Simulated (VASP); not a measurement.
**ZnSn with vdW-DF: from relaxation to properties**

Aim: relax ZnSn, then compute properties on the relaxed cell. The steps: first try, full relaxation (vdW-DF), second relaxation, single point with fields (vdW-DF), bands along the symmetry lines (vdW-DF), total and projected DOS (vdW-DF) and band structure (vdW-DF + SOC). The cell is invented: it takes the structure of COD entry 9008826, CeZn (space group 221 there), with some of its atoms replaced by other elements, volume scaled by an estimate. It may not be a known or stable phase. Left out of this account: 1 further run (relaxation: it shows nothing beyond the runs told).

Method: vdW-DF; plane waves and PAW (Sn_d, Zn), in the first sound run; inputs show where later runs differ, in VASP 6.6.1.

Most raw output is cut from this account.

## 1. Set-up

Before any relaxation, the start is as follows. It takes space group Pm-3m (No. 221, cubic). The conventional cell has a = 3.510 Å, b = 3.510 Å, c = 3.510 Å, α = 90.00°, β = 90.00°, γ = 90.00°. Sn has 8 Zn at 3.04 Å nearest. Nearest to Zn lie 8 Sn at 3.04 Å. It derives from CeZn. it takes the structure of COD entry 9008826, CeZn (space group 221 there), with some of its atoms replaced by other elements, volume scaled by an estimate. Farther neighbours are not listed.

## 2. First try

This run is made with a changed input; what comes of it follows.

Input file INCAR:

```
SYSTEM = ZnSn
PREC = Accurate
ENCUT = 400
EDIFF = 1E-06
NELM = 83
ISMEAR = 1
SIGMA = 0.2
LREAL = .FALSE.
ALGO = Damped
GGA = RE
AGGAC = 0
LUSE_VDW = .TRUE.
LASPH = .TRUE.
NBANDS = 19
LORBIT = 11
LWAVE = .FALSE.
LCHARG = .FALSE.
IBRION = 2
NSW = 30
ISIF = 3
EDIFFG = -0.01
TIME = 2
```

Input file POSCAR:

```
ZnSn
1.0
    3.5101720000      0.0000000000      0.0000000000
    0.0000000000      3.5101720000      0.0000000000
    0.0000000000      0.0000000000      3.5101720000
Sn Zn
1 1
Direct
    0.5000000000      0.5000000000      0.5000000000
    0.0000000000      0.0000000000      0.0000000000
```

Input file KPOINTS:

```
Automatic mesh
0
Gamma
8 8 8
0 0 0
```

PAW data sets: Sn_d and Zn (PBE family, release 64).

Run with:

```
> mpirun -np 1 vasp_std
```

Wall time 4 min (1 MPI rank of Intel Xeon Platinum 8488C (Sapphire Rapids), shared host); peak memory 0.29 GiB.

The run was stopped at its time limit, by a STOPCAR file.

By then 2 ionic steps had been finished.

The fault in the input: damping step far too long (ALGO = "Damped" and TIME = 2.0). Lower TIME to 0.4 or under.

## 3. Full relaxation (vdW-DF)

The start need not lie at this functional's minimum. ISIF = 3 frees volume, shape and positions, and EDIFFG sets the threshold on forces and stress at which the search stops.

Input file INCAR:

```
SYSTEM = ZnSn
PREC = Accurate
ENCUT = 400
EDIFF = 1E-06
NELM = 100
ISMEAR = 1
SIGMA = 0.2
LREAL = .FALSE.
ALGO = Normal
GGA = RE
AGGAC = 0
LUSE_VDW = .TRUE.
LASPH = .TRUE.
NBANDS = 19
LORBIT = 11
LWAVE = .FALSE.
LCHARG = .FALSE.
IBRION = 2
NSW = 60
ISIF = 3
EDIFFG = -0.01
```

POSCAR is that of step 2.

KPOINTS is that of step 2.

Run with:

```
> mpirun -np 1 vasp_std
```

It took 42 s on 1 MPI rank; peak memory 0.28 GiB.

The k-mesh is coarse for a metal. The PAW data sets were made with PBE, which is usual practice but a small mismatch for other functionals. After so large a change of volume the plane waves of the start cell no longer fit, so the final stress carries a basis-set error. The run keeps the 48 symmetry operations of its start, so it cannot find a distortion of lower symmetry.

The steps of the relaxation:

| step | energy less that of the first step (eV) | largest force (eV/Å) | pressure (GPa) | volume (Å³) |
| --- | --- | --- | --- | --- |
| 1 | 0.0000 | 0.0000 | 5.52 | 43.25 |
| 2 | -0.0775 | 0.0000 | 0.14 | 48.09 |
| 3 | -0.0776 | 0.0000 | 0.00 | 48.27 |

| conventional cell, symmetrised | before | after | change |
| --- | --- | --- | --- |
| a (Å) | 3.510 | 3.641 | +3.7 % |
| b (Å) | 3.510 | 3.641 | +3.7 % |
| c (Å) | 3.510 | 3.641 | +3.7 % |
| volume (Å³/atom) | 21.62 | 24.14 | +11.6 % |

Final coordinates:

```cif
data_structure
_symmetry_space_group_name_H-M 'P 1'
_symmetry_Int_Tables_number 1
_cell_length_a 3.6411
_cell_length_b 3.6411
_cell_length_c 3.6411
_cell_angle_alpha 90.000
_cell_angle_beta 90.000
_cell_angle_gamma 90.000
_cell_volume 48.27
loop_
_atom_site_label
_atom_site_type_symbol
_atom_site_fract_x
_atom_site_fract_y
_atom_site_fract_z
_atom_site_occupancy
Sn1 Sn 0.50000 0.50000 0.50000 1
Zn2 Zn 0.00000 0.00000 0.00000 1
```

This step gave:

* electrons: 26
* bands: 19
* irreducible k-points: 35
* symmetry operations: 48
* free energy (TOTEN): 2.785 eV
* energy at zero smearing: 2.787 eV
* Fermi energy: 5.169 eV
* pressure: 0.003869 GPa
* metallic: yes
* SCF cycles over all ionic steps: 28

It ends with forces that vanish by symmetry and a pressure of 0.00 GPa.

## 4. Second relaxation

The basis stayed that of the start cell while the cell moved. A rerun from the cell reached resets it; the error of the finite cutoff stays. The mesh changes with the cell too.

INCAR is that of step 3.

Input file POSCAR:

```
ZnSn
1.0
    3.6411154028      0.0000000000      0.0000000000
    0.0000000000      3.6411154028      0.0000000000
    0.0000000000      0.0000000000      3.6411154028
Sn Zn
1 1
Direct
    0.5000000000      0.5000000000      0.5000000000
    0.0000000000      0.0000000000      0.0000000000
```

Input file KPOINTS:

```
Automatic mesh
0
Gamma
7 7 7
0 0 0
```

Run with:

```
> mpirun -np 1 vasp_std
```

The job ended after 24 s (1 MPI rank; peak memory 0.27 GiB).

Little changed from the start: no atom moved by 0.005 Å and no cell edge by 0.1 %.

Numbers from this step:

- irreducible k-points: 20
- free energy (TOTEN): 2.754 eV
- energy at zero smearing: 2.756 eV
- Fermi energy: 5.183 eV
- pressure: -0.03591 GPa
- SCF cycles over all ionic steps: 18

It ends with forces that vanish by symmetry and a pressure of -0.04 GPa.

## 5. Single point with fields (vdW-DF)

A single point on the relaxed cell gives a clean self-consistent state, with density, ELF and potential written out.

Changes to INCAR since step 4:

```diff
@@ -16,6 +16,5 @@
 LWAVE = .FALSE.
-LCHARG = .FALSE.
-IBRION = 2
-NSW = 60
-ISIF = 3
-EDIFFG = -0.01
+LCHARG = .TRUE.
+ISIF = 2
+LELF = .TRUE.
+LVHAR = .TRUE.
```

Input file POSCAR:

```
ZnSn
1.0
    3.6377815832      0.0000000000      0.0000000000
    0.0000000000      3.6377815832      0.0000000000
    0.0000000000      0.0000000000      3.6377815832
Sn Zn
1 1
Direct
    0.5000000000      0.5000000000      0.5000000000
    0.0000000000      0.0000000000      0.0000000000
```

KPOINTS is that of step 4.

Run with:

```
> mpirun -np 1 vasp_std
```

Run time: 15 s. Hardware: 1 MPI rank; peak memory 0.27 GiB.

Numbers from this step:

```
SCF cycles   : 12
Fermi energy : 5.182 eV
pressure     : -0.02220 GPa
```

Valence electrons inside each PAW sphere by angular momentum. Sphere charges, by row:

| atom | s (e) | p (e) | d (e) | tot (e) |
| --- | --- | --- | --- | --- |
| Sn1 | 1.306 | 0.862 | 9.964 | 12.13 |
| Zn2 | 0.685 | 0.245 | 9.734 | 10.66 |

Valence density in the ac plane at fractional y = 0.000, with atoms of Zn within 0.2 Å of it. It is the smooth field of the valence electrons, not physical close to the nuclei.

Values in e/Å³, 14 rows by 14 columns, each cell a mean:
```
14 10  4  1  0  0  0  0  0  0  0  1  5 11
 6  4  2  0  0  0  0  0  0  0  0  1  2  5
 1  1  0  0  0  0  0  0  0  0  0  0  1  1
 0  0  0  0  0  0  0  0  0  0  0  0  0  0
 0  0  0  0  0  0  0  0  0  0  0  0  0  0
 0  0  0  0  0  0  0  0  0  0  0  0  0  0
 0  0  0  0  0  0  0  0  0  0  0  0  0  0
 0  0  0  0  0  0  0  0  0  0  0  0  0  0
 0  0  0  0  0  0  0  0  0  0  0  0  0  0
 0  0  0  0  0  0  0  0  0  0  0  0  0  0
 1  1  0  0  0  0  0  0  0  0  0  0  0  1
 5  3  1  0  0  0  0  0  0  0  0  0  2  4
13  9  3  1  0  0  0  0  0  0  0  1  4 10
18 13  5  1  0  0  0  0  0  0  0  1  6 14
```
Columns run along a (3.6 Å), rows up along c (3.6 Å). Atoms in or near the plane, at fractional coordinates: Zn at (0.00, 0.00).

Electrostatic potential energy in the ac plane at fractional y = 0.000, with atoms of Zn within 0.2 Å of it. With pseudopotentials it is smooth inside the atoms' cores, unlike the true potential.

Ten even steps from '_' (-11 eV) to '@' (3 eV), each cell a mean:
```
::::__..++%%@@@@@@%%++__..::
....__--##@@@@@@@@%%**..__..
____::**%%@@@@@@@@@@##==..__
==++**%%@@@@@@@@@@@@%%##**++
%%%%%%@@@@@@@@@@@@@@@@@@%%%%
@@@@@@@@@@@@@@@@@@@@@@@@@@@@
@@@@@@@@@@@@@@@@@@@@@@@@@@@@
@@@@@@@@@@@@@@@@@@@@@@@@@@@@
%%%%@@@@@@@@@@@@@@@@@@@@@@%%
++**##%%@@@@@@@@@@@@@@%%##++
__..--**%%@@@@@@@@@@%%**--..
..____--##@@@@@@@@%%**::____
::::__..**%%@@@@@@%%++__..::
--::..__++%%@@@@@@%%==__..::
```
Columns run along a (3.6 Å; values clipped at the 3rd and 97th percentile), rows up along c (3.6 Å). Atoms in or near the plane, at fractional coordinates: Zn at (0.00, 0.00).

ELF in the ac plane at fractional y = 0.000, with atoms of Zn within 0.2 Å of it. It is the smooth field of the valence electrons, not physical close to the nuclei.

Ten even steps from '0' (0.02) to '9' (0.25), each cell a mean:
```
00499865799820
13799965799962
78999866799998
99999877789999
89998777788999
77777777777777
55567777777655
66677777777666
88988777778898
99999877789999
89999876799999
34899965799974
00499865799830
80389865789710
```
Columns run along a (3.6 Å), rows up along c (3.6 Å). Atoms in or near the plane, at fractional coordinates: Zn at (0.00, 0.00).

In this run the pressure is -0.02 GPa, small enough to go on.

## 6. Bands along the symmetry lines (vdW-DF)

Levels along the symmetry lines show where the bands peak and cross; KPOINTS_OPT computes them in the converged potential.

Changes to INCAR since step 5:

```diff
@@ -13,8 +13,5 @@
 LASPH = .TRUE.
-NBANDS = 19
+NBANDS = 25
 LORBIT = 11
 LWAVE = .FALSE.
-LCHARG = .TRUE.
-ISIF = 2
-LELF = .TRUE.
-LVHAR = .TRUE.
+LCHARG = .FALSE.
```

POSCAR is that of step 5.

KPOINTS is that of step 5.

Input file KPOINTS_OPT:

```
Line mode
16
Line-mode
Reciprocal
  0.00000000   0.00000000   0.00000000 GAMMA
  0.00000000   0.50000000   0.00000000 X

  0.00000000   0.50000000   0.00000000 X
  0.50000000   0.50000000   0.00000000 M

  0.50000000   0.50000000   0.00000000 M
  0.00000000   0.00000000   0.00000000 GAMMA

  0.00000000   0.00000000   0.00000000 GAMMA
  0.50000000   0.50000000   0.50000000 R

  0.50000000   0.50000000   0.50000000 R
  0.00000000   0.50000000   0.00000000 X

  0.50000000   0.50000000   0.00000000 M
  0.50000000   0.50000000   0.50000000 R
```

Run with:

```
> mpirun -np 1 vasp_std
```

It took 29 s on 1 MPI rank; peak memory 0.27 GiB.

Spin-orbit coupling is off here; with elements this heavy it splits and shifts levels by tenths of an eV or more.

This step gave:

* bands: 25
* pressure: -0.009065 GPa

The electronic bands at the labelled points (eV, zero at the Fermi level; # counts the bands kept):

| point | #5 | #6 | #7 | #8 | #9 | #10 | #11 | #12 |
| --- | --- | --- | --- | --- | --- | --- | --- | --- |
| Γ | -7.09 | -7.09 | 0.82 | 1.19 | 1.19 | 1.19 | 5.61 | 5.61 |
| 0.47 of the way | -7.13 | -7.09 | -2.80 | 1.90 | 1.90 | 2.75 | 6.10 | 8.30 |
| X | -7.17 | -7.09 | -5.73 | 3.59 | 3.59 | 4.68 | 4.98 | 5.55 |
| 0.47 of the way | -7.11 | -6.75 | -5.17 | -0.17 | 1.01 | 4.01 | 6.09 | 6.60 |
| M | -7.02 | -5.47 | -3.22 | -3.22 | -2.57 | 4.70 | 7.14 | 7.86 |
| 0.53 of the way | -7.13 | -7.11 | -2.61 | -1.44 | 2.54 | 4.09 | 4.97 | 8.07 |
| Γ | -7.09 | -7.09 | 0.82 | 1.19 | 1.19 | 1.19 | 5.61 | 5.61 |
| 0.47 of the way | -7.14 | -7.03 | -2.42 | -0.75 | -0.75 | 3.78 | 5.86 | 5.86 |
| R | -7.01 | -4.64 | -0.67 | -0.60 | -0.60 | -0.60 | 1.04 | 1.04 |
| 0.53 of the way | -7.08 | -6.31 | -4.54 | -0.03 | 0.96 | 0.98 | 2.69 | 6.86 |
| X | -7.17 | -7.09 | -5.73 | 3.59 | 3.59 | 4.68 | 4.98 | 5.55 |
| jump to M | -7.02 | -5.47 | -3.22 | -3.22 | -2.57 | 4.70 | 7.14 | 7.86 |
| 0.53 of the way | -7.02 | -5.15 | -2.24 | -2.24 | -1.90 | 1.35 | 3.51 | 3.78 |
| R | -7.01 | -4.64 | -0.67 | -0.60 | -0.60 | -0.60 | 1.04 | 1.04 |

Of the projections kept (Sn, Zn), the largest for each band there; the rest of the weight can lie on other orbitals:

| point | #5 | #6 | #7 | #8 | #9 | #10 | #11 | #12 |
| --- | --- | --- | --- | --- | --- | --- | --- | --- |
| Γ | Zn 1.00 | Zn 1.00 | Zn 0.55 | Sn 0.75 | Sn 0.75 | Sn 0.75 | Sn 0.67 | Sn 0.67 |
| X | Zn 1.00 | Zn 1.00 | Zn 0.72 | Sn 0.93 | Sn 0.93 | Zn 0.52 | Sn 0.53 | Zn 0.78 |
| M | Zn 1.00 | Sn 0.63 | Sn 0.74 | Sn 0.74 | Zn 0.92 | Sn 1.00 | Zn 1.00 | Zn 0.51 |
| Γ | Zn 1.00 | Zn 1.00 | Zn 0.55 | Sn 0.75 | Sn 0.75 | Sn 0.75 | Sn 0.67 | Sn 0.67 |
| R | Zn 1.00 | Sn 1.00 | Zn 1.00 | Sn 0.85 | Sn 0.85 | Sn 0.85 | Zn 0.75 | Zn 0.75 |
| X | Zn 1.00 | Zn 1.00 | Zn 0.72 | Sn 0.93 | Sn 0.93 | Zn 0.52 | Sn 0.53 | Zn 0.78 |

There is no gap at this level.

## 7. Total and projected DOS (vdW-DF)

A density of states needs more k-points than a total energy; ISMEAR = -5 takes tetrahedra, and LORBIT projects the states on the PAW spheres. The mesh is finer than in the run before.

Changes to INCAR since step 6:

```diff
@@ -5,3 +5,3 @@
 NELM = 100
-ISMEAR = 1
+ISMEAR = -5
 SIGMA = 0.2
@@ -17 +17,2 @@
 LCHARG = .FALSE.
+NEDOS = 2001
```

POSCAR is that of step 6.

Input file KPOINTS:

```
Automatic mesh
0
Gamma
11 11 11
0 0 0
```

Run with:

```
> mpirun -np 1 vasp_std
```

The job ended after 25 s (1 MPI rank; peak memory 0.3 GiB).

With tetrahedra the forces and stress of a metal are not exact derivatives of the energy.

This step gave:

```yaml
scf_cycles: 13
irreducible_k_points: 56
free_energy_toten: 2.764 eV
fermi_energy: 5.136 eV
pressure: -0.003560 GPa
dos_at_the_fermi_level: 1.057 states/eV/cell
```

The density of states has structure finer than the step of the table below, so its rows give means over 0.5 eV, whole bins alone (the curve runs from -6.60 to 6.84 eV). Peaks (eV: height): total -3.43: 0.990, -1.24: 1.15, -0.65: 1.76, 0.02: 1.25, 1.76: 1.26, 3.54: 1.31, 5.85: 1.51; Zn d -5.61: 0.177, -0.65: 0.055, 6.40: 0.0404.

States under -6.6 eV and over 6.8 eV are left out, among them most of the Zn d (centred near -7.1 eV) states. Table of density of states by energy, zero at the Fermi level; means over each step; values in states/eV/cell:

| energy (eV) | total | Zn d |
| --- | --- | --- |
| -6.0 | 0.571 | 0.200 |
| -5.5 | 0.501 | 0.103 |
| -5.0 | 0.484 | 0.0373 |
| -4.5 | 0.508 | 0.0227 |
| -4.0 | 0.711 | 0.0247 |
| -3.5 | 0.908 | 0.0273 |
| -3.0 | 0.780 | 0.0178 |
| -2.5 | 0.613 | 0.0112 |
| -2.0 | 0.660 | 0.0129 |
| -1.5 | 0.925 | 0.0198 |
| -1.0 | 0.942 | 0.0199 |
| -0.5 | 1.03 | 0.0238 |
| 0.0 | 0.983 | 0.0238 |
| 0.5 | 1.01 | 0.0227 |
| 1.0 | 1.01 | 0.0215 |
| 1.5 | 1.08 | 0.0210 |
| 2.0 | 1.12 | 0.0225 |
| 2.5 | 1.01 | 0.0214 |
| 3.0 | 1.07 | 0.0233 |
| 3.5 | 1.18 | 0.0249 |
| 4.0 | 1.12 | 0.0216 |
| 4.5 | 0.844 | 0.0176 |
| 5.0 | 0.710 | 0.0171 |
| 5.5 | 1.14 | 0.0266 |
| 6.0 | 1.31 | 0.0323 |
| 6.5 | 1.31 | 0.0370 |

The finer mesh and the other smearing move the Fermi level by -0.05 eV from the 7×7×7 run, a small shift, which tests the Fermi level alone.

## 8. Band structure (vdW-DF + SOC)

This step: vdW-DF, spin-orbit coupling; plane waves and PAW (Sn_d, Zn); invented cell (VASP 6.6.1).

Levels along the symmetry lines show where the bands peak and cross; KPOINTS_OPT computes them in the converged potential. Spin-orbit coupling needs spinors and the noncollinear program, where each band holds one electron.

Input file INCAR:

```
SYSTEM = ZnSn
PREC = Accurate
ENCUT = 400
EDIFF = 1E-06
NELM = 100
ISMEAR = 1
SIGMA = 0.2
LREAL = .FALSE.
ALGO = Normal
GGA = RE
AGGAC = 0
LUSE_VDW = .TRUE.
LASPH = .TRUE.
LNONCOLLINEAR = .TRUE.
MAGMOM = 0 0 0 0 0 0
NBANDS = 38
GGA_COMPAT = .FALSE.
LSORBIT = .TRUE.
LORBIT = 11
LWAVE = .FALSE.
LCHARG = .FALSE.
```

POSCAR is that of step 7.

Input file KPOINTS:

```
Automatic mesh
0
Gamma
6 6 6
0 0 0
```

KPOINTS_OPT is that of step 6.

Run with:

```
> mpirun -np 1 vasp_ncl
```

Run time: 82 s. Hardware: 1 MPI rank; peak memory 0.36 GiB.

This step gave:

| Item | Value |
| --- | --- |
| bands | 38 |
| irreducible k-points | 20 |
| free energy (TOTEN) | 2.769 eV |
| energy at zero smearing | 2.773 eV |
| Fermi energy | 5.022 eV |
| pressure | -0.03846 GPa |

On-site spin-orbit energy by atom:

| atom | on-site spin-orbit energy (eV) |
| --- | --- |
| Sn1 | -0.118 |
| Zn2 | -0.008 |

The electronic bands at the labelled points (eV, zero at the Fermi level; # counts the bands kept):

| point | #13 | #14 | #15 | #16 | #17 | #18 | #19 | #20 |
| --- | --- | --- | --- | --- | --- | --- | --- | --- |
| Γ | 0.98 | 0.98 | 1.00 | 1.00 | 1.50 | 1.50 | 1.50 | 1.50 |
| 0.47 of the way | -2.65 | -2.65 | 1.84 | 1.84 | 2.22 | 2.22 | 2.93 | 2.93 |
| X | -5.56 | -5.56 | 3.43 | 3.43 | 3.97 | 3.97 | 4.89 | 4.89 |
| 0.47 of the way | -5.01 | -5.01 | -0.03 | -0.03 | 1.17 | 1.17 | 4.14 | 4.14 |
| M | -3.16 | -3.16 | -2.98 | -2.98 | -2.40 | -2.40 | 4.81 | 4.81 |
| 0.53 of the way | -2.46 | -2.46 | -1.30 | -1.30 | 2.67 | 2.67 | 4.24 | 4.24 |
| Γ | 0.98 | 0.98 | 1.00 | 1.00 | 1.50 | 1.50 | 1.50 | 1.50 |
| 0.47 of the way | -2.27 | -2.27 | -0.72 | -0.72 | -0.48 | -0.48 | 3.92 | 3.92 |
| R | -0.76 | -0.76 | -0.49 | -0.49 | -0.30 | -0.30 | -0.30 | -0.30 |
| 0.53 of the way | -4.38 | -4.38 | 0.10 | 0.10 | 1.03 | 1.03 | 1.24 | 1.24 |
| X | -5.56 | -5.56 | 3.43 | 3.43 | 3.97 | 3.97 | 4.89 | 4.89 |
| jump to M | -3.16 | -3.16 | -2.98 | -2.98 | -2.40 | -2.40 | 4.81 | 4.81 |
| 0.53 of the way | -2.19 | -2.19 | -2.00 | -2.00 | -1.72 | -1.72 | 1.49 | 1.49 |
| R | -0.76 | -0.76 | -0.49 | -0.49 | -0.30 | -0.30 | -0.30 | -0.30 |

Of the projections kept (Sn, Zn), the largest for each band there; the rest of the weight can lie on other orbitals:

| point | #13 | #14 | #15 | #16 | #17 | #18 | #19 | #20 |
| --- | --- | --- | --- | --- | --- | --- | --- | --- |
| Γ | Zn 0.55 | Zn 0.55 | Sn 0.77 | Sn 0.77 | Sn 0.74 | Sn 0.74 | Sn 0.74 | Sn 0.74 |
| X | Zn 0.72 | Zn 0.72 | Sn 0.91 | Sn 0.91 | Sn 0.92 | Sn 0.92 | Zn 0.51 | Zn 0.51 |
| M | Sn 0.75 | Sn 0.75 | Sn 0.73 | Sn 0.73 | Zn 0.92 | Zn 0.92 | Sn 1.00 | Sn 1.00 |
| Γ | Zn 0.55 | Zn 0.55 | Sn 0.77 | Sn 0.77 | Sn 0.74 | Sn 0.74 | Sn 0.74 | Sn 0.74 |
| R | Sn 0.84 | Sn 0.84 | Zn 1.00 | Zn 1.00 | Sn 0.85 | Sn 0.85 | Sn 0.85 | Sn 0.85 |
| X | Zn 0.72 | Zn 0.72 | Sn 0.91 | Sn 0.91 | Sn 0.92 | Sn 0.92 | Zn 0.51 | Zn 0.51 |

There is no gap at this level.

Of the bands kept, 8 cross the Fermi level on this path (spinor bands, one electron each).

## 9. Summary of results

* relaxed volume: 24.07 Å³/atom
* relaxed conventional cell a, b, c: 3.638, 3.638, 3.638 Å
* space group after relaxing, within 0.02 Å: Pm-3m (No. 221)
* band gap: none, a metal
* DOS at the Fermi level: 1.06 states/eV/cell
* band gap (vdW-DF + SOC): none, a metal

What this shows: With vdW-DF, ZnSn relaxes to 24.07 Å³/atom in space group Pm-3m (held by the symmetry of the run) and comes out as a metal. Bands along the symmetry lines (vdW-DF): Of the bands kept, 4 cross the Fermi level on this path. Band structure (vdW-DF + SOC): Of the bands kept, 8 cross the Fermi level on this path (spinor bands, one electron each). The k-sampling is coarse for a metal, so the Fermi level, pressures and the shape of the cell carry errors. No search among competing phases was made. All values are for a static lattice at zero temperature.

[Lines on the potential files, build, host, timing and source positions are cut from VASP's logs without a mark.]

[Logs are printed without paths, hosts, clocks, repeated set-up lines and the standing remarks that a program may print on its own settings, such as how far it seeks lower states.]

[Hosts, paths, dates, database ids (printed as entryN), source tags and the programs' standing remarks are cut or masked in the printed files.]

[A measured line is paired with the nearest computed mode of its activity, which favours agreement.]
